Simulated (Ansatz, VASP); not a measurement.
**One calculation of BaC2, two programs**

```
CELL_PARAMETERS angstrom
-2.13462 2.13462 3.87292
2.13462 -2.13462 3.87292
2.13462 2.13462 -3.87292
ATOMIC_POSITIONS crystal
Ba 0.00000 0.00000 0.00000
C 0.58701 0.58701 0.00000
C 0.41299 0.41299 0.00000
```

Alike in both runs: task single point; functional LDA; k mesh 10 × 10 × 10; occupations gaussian, width 0.05 eV; no spin polarisation.

|  | VASP | Ansatz |
| --- | --- | --- |
| version | VASP 6.6.1 | Ansatz 0.2.0 |
| potentials or method | VASP PAW LDA potentials, release 64 (Ba_sv, C) | scalar-relativistic, plane waves, PAW |
| plane-wave cutoff (eV) | 520 | 420 |
| valence electrons in the cell | 18 | 18 |

Ansatz gave:

| Item | Value |
| --- | --- |
| gap on the k mesh at the Fermi level (eV) | 1.28 |
| least direct gap on the mesh (eV) | 1.84 |
| pressure (GPa) | -8.5 |
| largest component of the traceless stress (GPa) | 14.78 |
| rms of the force components (eV/Å) | 2.438 |

Task: Which values does VASP return?

Result: gap on the k mesh at the Fermi level (eV): 1.25; least direct gap on the mesh (eV): 1.81; pressure (GPa): -7.9; largest component of the traceless stress (GPa): 14.85; rms of the force components (eV/Å): 2.402.

Atom by atom the forces differ by 0.035 eV/Å (rms over components).

Caveats: spin-orbit coupling is left out, which moves the levels of the heavy elements; forces of over 1 eV/Å show positions far from the minimum, so gaps and moduli don't describe the material at rest. A k mesh can miss the band edges. Expect the measured gap to be larger: semilocal functionals such as LDA lack the derivative discontinuity.
